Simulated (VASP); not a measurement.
An input for Quantum ESPRESSO's pw.x (written as the equivalent of a VASP run, and not itself run):

```
&CONTROL
  calculation = 'scf'
  pseudo_dir = './pseudo'
  outdir = './out'
  tprnfor = .true.
  tstress = .true.
/
&SYSTEM
  ibrav = 0
  nat = 2
  ntyp = 2
  ecutwfc = 84
  occupations = 'tetrahedra'
  input_dft = 'vdw-df2'
/
&ELECTRONS
  conv_thr = 7.3e-09
  electron_maxstep = 100
/
ATOMIC_SPECIES
  Zn 65.380 Zn.upf
  Au 196.967 Au.upf
CELL_PARAMETERS angstrom
     3.3236025   -0.0000000    0.0000000
    -0.0000000    3.3236025    0.0000000
    -0.0000000   -0.0000000    3.3236025
ATOMIC_POSITIONS crystal
  Zn   0.5000000  0.5000000  0.5000000
  Au   0.0000000  0.0000000  0.0000000
K_POINTS automatic
  12 12 12 0 0 0
```

Question: Write the VASP files for the same calculation (vdW-DF2).

Answer: This is not unique; one that fits is 
**KPOINTS**
```
Automatic
0
G
12 12 12
0 0 0
```

**POSCAR**
```
AuZn
1
    3.3236024508    -0.0000000000     0.0000000000
   -0.0000000000     3.3236024508     0.0000000000
   -0.0000000000    -0.0000000000     3.3236024508
Zn Au
1 1
Direct
  0.5000000000   0.5000000000   0.5000000000
  0.0000000000   0.0000000000   0.0000000000
```

**INCAR**
```
! general
SYSTEM    =  AuZn
PREC      =  Accurate
ENCUT     =  520
LREAL     =  .False.
LASPH     =  .True.

! electronic loop
EDIFF     =  1E-7
NELM      =  100
ALGO      =  Normal
LMAXMIX   =  6

! smearing
ISMEAR    =  -5

! functional
GGA       =  ML
LUSE_VDW  =  .True.
AGGAC     =  0.0
ZAB_VDW   =  -1.8867

! ions
ISIF      =  2

! output
LWAVE     =  .False.
LCHARG    =  .True.
LORBIT    =  11
NEDOS     =  601
```

POTCAR, in this order: Zn Au (PBE.64 set). Program: vasp_std.

Limits of the translation: the potentials are each code's own (VASP's PAW set, PseudoDojo norm-conserving files in pw.x), so ENCUT and ecutwfc are chosen apart and not converted; conv_thr bounds pw.x's estimated SCF error, while EDIFF bounds the energy change between steps.

The compound is AuZn in the CsCl type structure. It was relaxed first, which changed the volume by +17 %.
